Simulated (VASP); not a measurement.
Consider the following.

```
CELL_PARAMETERS angstrom
      0.00000     2.19000     2.19000
      2.19000     0.00000     2.19000
      2.19000     2.19000     0.00000
ATOMIC_POSITIONS crystal
  Al 0.00000 0.00000 0.00000
  N  0.25000 0.25000 0.25000
```

Calculation: PBE GGA, VASP's PBE PAW potentials (set 64) (plane waves; VASP). Settings: PREC = Normal, 500 eV cut-off, 6×6×6 Γ-centred mesh, Gaussian smearing of 0.010 eV, potentials Al_GW N_GW_new.

### Question
Give the stress tensor in GPa (positive for a compressed cell).

### Answer

```
2.56  0.00  0.00
0.00  2.56  0.00
0.00  0.00  2.56
```
The pressure is its mean diagonal, 2.56 GPa.

The compound is AlN in the zinc blende structure, a metastable form; wurtzite is the usual one. The cell was not relaxed at this level.
